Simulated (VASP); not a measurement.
```
FePt
1.0
    2.69696     0.00000     0.00000
    0.00000     2.69696     0.00000
    0.00000     0.00000     3.70680
Fe Pt
1 1
Direct
  0.00000   0.00000   0.00000
  0.50000   0.50000   0.50000
```
Starting moments (μB, in the order of the record's atoms Fe Pt): 3.2 0.3.

Computed with SCAN meta-GGA, VASP's PBE PAW potentials (set 64) (plane waves; VASP 6.6.1). Numerical set-up: 520 eV cut-off, 15×15×11 Γ-centred mesh, tetrahedra with Blöchl corrections, potentials Fe Pt.

Problem. Give the spin-up energies of bands 1 to 13 at the high-symmetry points, in eV from the Fermi level.

Solution. 
```csv
band,Γ,X,M,Z,R,A
1,-10.50,-6.85,-7.52,-8.64,-7.36,-6.59
2,-7.06,-5.25,-6.59,-6.31,-7.15,-5.29
3,-6.82,-4.96,-6.48,-6.24,-4.36,-5.29
4,-4.16,-4.88,-6.48,-4.55,-4.27,-5.09
5,-4.16,-4.46,-2.36,-3.60,-4.17,-4.47
6,-3.76,-4.43,-2.02,-3.30,-4.12,-4.47
7,-3.05,-3.54,-1.07,-3.30,-2.12,-3.42
8,-2.77,-3.13,-1.07,-3.15,-1.44,-2.02
9,-0.76,-2.95,-0.96,-2.88,-0.84,-1.98
10,-0.76,-1.70,0.87,-2.29,-0.82,0.88
11,-0.70,-0.54,1.42,-2.29,-0.79,6.60
12,1.96,2.29,1.42,-0.91,-0.70,6.60
13,10.13,10.38,7.74,16.13,4.68,8.01
```

Problem. Give the spin-down energies of bands 1 to 13 at the high-symmetry points, in eV from the Fermi level.

Solution. 
```json
[
 {"band": "1", "Γ": "-10.69", "X": "-6.96", "M": "-7.07", "Z": "-8.82", "R": "-6.81", "A": "-6.50"},
 {"band": "2", "Γ": "-6.37", "X": "-5.09", "M": "-5.44", "Z": "-6.01", "R": "-6.76", "A": "-5.17"},
 {"band": "3", "Γ": "-6.36", "X": "-4.76", "M": "-5.44", "Z": "-6.00", "R": "-3.16", "A": "-5.17"},
 {"band": "4", "Γ": "-2.51", "X": "-3.91", "M": "-5.26", "Z": "-2.88", "R": "-3.07", "A": "-1.93"},
 {"band": "5", "Γ": "-2.51", "X": "-2.70", "M": "1.31", "Z": "-2.06", "R": "-2.31", "A": "-1.65"},
 {"band": "6", "Γ": "-0.84", "X": "-1.46", "M": "1.40", "Z": "-2.06", "R": "-1.04", "A": "-1.42"},
 {"band": "7", "Γ": "-0.73", "X": "-1.17", "M": "1.40", "Z": "-1.54", "R": "-0.81", "A": "-1.42"},
 {"band": "8", "Γ": "1.03", "X": "-0.73", "M": "1.75", "Z": "-0.56", "R": "-0.27", "A": "1.32"},
 {"band": "9", "Γ": "2.08", "X": "1.05", "M": "2.00", "Z": "0.60", "R": "1.25", "A": "1.33"},
 {"band": "10", "Γ": "2.08", "X": "1.13", "M": "2.14", "Z": "0.75", "R": "1.88", "A": "2.00"},
 {"band": "11", "Γ": "2.10", "X": "2.65", "M": "2.15", "Z": "0.75", "R": "2.06", "A": "7.64"},
 {"band": "12", "Γ": "2.41", "X": "2.97", "M": "2.27", "Z": "2.18", "R": "2.28", "A": "7.64"},
 {"band": "13", "Γ": "11.25", "X": "11.52", "M": "8.79", "Z": "16.56", "R": "5.90", "A": "8.64"}
]
```

It has no gap at this level: it comes out as a metal or semimetal.

The compound is FePt in the L1_0 structure. It was relaxed first.
